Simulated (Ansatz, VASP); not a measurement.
# SbAs in VASP and in Ansatz

File INCAR:

```
PREC = Accurate
ENCUT = 520
EDIFF = 1E-6
ISMEAR = 0
SIGMA = 0.15
LREAL = F
LASPH = T
NELM = 100
ALGO = Fast
ISIF = 2
LWAVE = F
LCHARG = F
GGA = CA
NBANDS = 12
```

File KPOINTS:

```
regular mesh
0
Gamma
  15 15 15
```

File POSCAR:

```
SbAs
1.0
    2.0327141219      1.1735880455      3.7165943000
   -2.0327141219      1.1735880455      3.7165943000
    0.0000000000     -2.3471760909      3.7165943000
Sb As
1 1
Direct
    0.2290984100      0.2290984100      0.2290984100
    0.7708995900      0.7708995900      0.7708995900
```

Input for Ansatz:

```yaml
crystal:
  lattice:
    - [2.0327141219, 1.1735880455, 3.7165943]
    - [-2.0327141219, 1.1735880455, 3.7165943]
    - [0.0, -2.3471760909, 3.7165943]
  atoms:
    - { symbol: Sb, position: [0.22909841, 0.22909841, 0.22909841] }
    - { symbol: As, position: [0.77089959, 0.77089959, 0.77089959] }
basis:
  ecutwfc: 420
kpoints:
  mp_grid: { grid: [15, 15, 15] }
hamiltonian:
  xc: lda
scf:
  occupations: { method: gaussian, width: 0.15 }
output:
  forces: true
  stress: true
  eigenvalues: true
```

The cell is a database's computed one.

Alike in both runs: task single point; functional LDA; k mesh 15 × 15 × 15; occupations gaussian, width 0.15 eV; no spin polarisation.

|  | VASP | Ansatz |
| --- | --- | --- |
| version | VASP 6.6.1 | Ansatz 0.2.0 |
| potentials or method | VASP PAW LDA potentials, release 64 (Sb, As) | scalar-relativistic, plane waves, PAW |
| plane-wave cutoff (eV) | 520 | 420 |
| valence electrons in the cell | 10 | 30 |

VASP gave:

| Quantity | Value |
| --- | --- |
| gap on the k mesh at the Fermi level (eV) | none |
| pressure (GPa) | -2.7 |
| largest component of the traceless stress (GPa) | 0.37 |
| rms of the force components (eV/Å) | 0.042 |

Estimate Ansatz's values.

gap on the k mesh at the Fermi level (eV): none; pressure (GPa): -3.0; largest component of the traceless stress (GPa): 0.29; rms of the force components (eV/Å): 0.004.

Atom by atom the forces differ by 0.038 eV/Å (rms over components). A gap of «none» marks a metal or a gap that the smearing closes. The two sets of potentials don't hold the same shells in valence.

Spin-orbit coupling is left out, which matters for the levels of Sb.
